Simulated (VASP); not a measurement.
Energy against volume of Ca (fcc). Calculation: PBE GGA, VASP's PBE PAW potentials (set 64) (plane waves; VASP). Settings: 520 eV cut-off, 11×11×11 Γ-centred mesh, first-order Methfessel-Paxton smearing of 0.10 eV, potentials Ca_sv.

```tsv
V (Å³/atom)	E (eV/atom)
40.904	-1.92732
42.169	-1.92967
43.434	-1.92781
44.699	-1.92230
```

### Question
Fit these four points and predict the energy of the run at 39.639 Å³/atom.

### Answer
A cubic in V^(−2/3), the third-order Birch-Murnaghan form, passes through the four points with V0 = 42.21 Å³/atom and B0 = 18 GPa, and gives -1.9201 eV/atom there. The run gave -1.9202 eV/atom, -0.1 meV/atom from the fit; all five points give B0 = 18 GPa.

The compound is Ca in the fcc structure. It was relaxed first.
